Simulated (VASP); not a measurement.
## SnP (space group Fm-3m): computed properties

All values below come from PBEsol GGA, VASP's PBE PAW potentials (set 64) (plane waves; VASP).

| Item | Result |
|---|---|
| space group | Fm-3m (225) |
| cell | a = 5.519 Å, b = 5.519 Å, c = 5.519 Å, α = 90.00°, β = 90.00°, γ = 90.00° |
| volume per atom | 21.01 Å³/atom |
| band gap (over mesh and band path) | none (metal, semimetal or under 0.01 eV) |
| band gap with spin-orbit coupling | none (metallic) |
| density | 5.92 g/cm³ |

```cif
data_P4Sn4
_chemical_formula_sum 'Sn4 P4'
_space_group_name_H-M_alt 'Fm-3m'
_space_group_IT_number 225
_space_group_name_Hall '-F 4 2 3'
_cell_length_a 5.51867
_cell_length_b 5.51867
_cell_length_c 5.51867
_cell_angle_alpha 90.000
_cell_angle_beta 90.000
_cell_angle_gamma 90.000
loop_
_atom_site_label
_atom_site_type_symbol
_atom_site_symmetry_multiplicity
_atom_site_Wyckoff_symbol
_atom_site_fract_x
_atom_site_fract_y
_atom_site_fract_z
_atom_site_occupancy
Sn1 Sn 4 b 0.50000 0.50000 0.50000 1
P1 P 4 a 0.00000 0.00000 0.00000 1
```
(The calculation used a cell of 2 atoms; values per cell refer to that cell.)

Unless said otherwise, spin-orbit coupling is left out, though it shifts the bands of the heavy elements here.

The structure comes from a computed database's SnP entry (Fm-3m); how it stands against other phases isn't given here. It was relaxed first. Symmetry was kept, so distortions that lower it aren't found. The electron count is odd and the run is not spin-polarised, which forces a metal.
